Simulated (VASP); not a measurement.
BaTiO3:

```
Ba Ti O
1.0
     3.99654    0.00000    0.00000
     0.00000    3.99654    0.00000
     0.00000    0.00000    4.21949
Ba Ti O
1 1 3
Direct
  0.50000 0.50000 0.58977
  0.00000 0.00000 0.10867
  0.00000 0.50000 0.06122
  0.50000 0.00000 0.06122
  0.00000 0.00000 0.53912
```

The cell is a database's computed one.

Base run:

| Property | Result |
| --- | --- |
| Program | VASP 6.6.1 |
| Functional | r2SCAN |
| Potentials or basis | VASP PAW PBE potentials, release 64 (Ba_sv, Ti_sv, O) |
| Cutoff | 450 eV |
| k mesh | 8 × 8 × 8 |
| Occupations | gaussian, width 0.02 eV |
| Spin | no spin polarisation |

Its results: band gap on the k mesh 2.16 eV, indirect (least direct gap 2.75 eV).

Question: The run is repeated on the same cell with these changes: functional from r2SCAN to PBE; cutoff from 450 eV to 600 eV. What comes out?

Answer: Band gap on the k mesh 1.77 eV, indirect (least direct gap 2.34 eV).

r2SCAN gives the wider gap, since meta-GGAs in the generalised Kohn-Sham scheme recover part of the derivative discontinuity.

Caveats: spin-orbit coupling is left out, which moves the levels of the heavy elements.
